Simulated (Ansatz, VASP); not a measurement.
**CS3: VASP beside Ansatz**

```
C S
1.0
    -2.75781    2.75781    2.75781
     2.75781   -2.75781    2.75781
     2.75781    2.75781   -2.75781
C S
1 3
Direct
  0.00000 0.00000 0.00000
  0.00000 0.50000 0.50000
  0.50000 0.00000 0.50000
  0.50000 0.50000 0.00000
```

Alike in both runs: task relaxation of cell and atoms; functional PBE; dispersion D3(BJ); k mesh 4 × 4 × 4; occupations gaussian, width 0.1 eV; collinear spin.

|  | VASP | Ansatz |
| --- | --- | --- |
| version | VASP 6.6.1 | Ansatz 0.2.0 |
| potentials or method | VASP PAW PBE potentials, release 64 (C, S) | scalar-relativistic, plane waves, PAW |
| plane-wave cutoff (eV) | 600 | 420 |
| valence electrons in the cell | 22 | 22 |

```tsv
	VASP	Ansatz	Ansatz less VASP
gap on the k mesh at the Fermi level, each at its own relaxed structure (eV)	none	none	-
net moment per atom (μB)	0.00	0.00	0.000
relaxed volume (Å³/atom)	13.22	13.26	+0.039
relaxed cell length with the largest relative difference (Å)	4.096	4.100	+0.0040
energy change over the relaxation (meV/atom)	-592	-588	+3.9
```

A gap of «none» marks a metal or a gap that the smearing closes. Ansatz warned: «dispersion_switch_in_reach».

Caveats: the k mesh is coarse (spacing up to 0.40 Å⁻¹), so the values aren't converged; the volume moved by over 15 % at a fixed basis, so the end points are rough (VASP); the bands computed are all filled at some k points, so no gap is given.
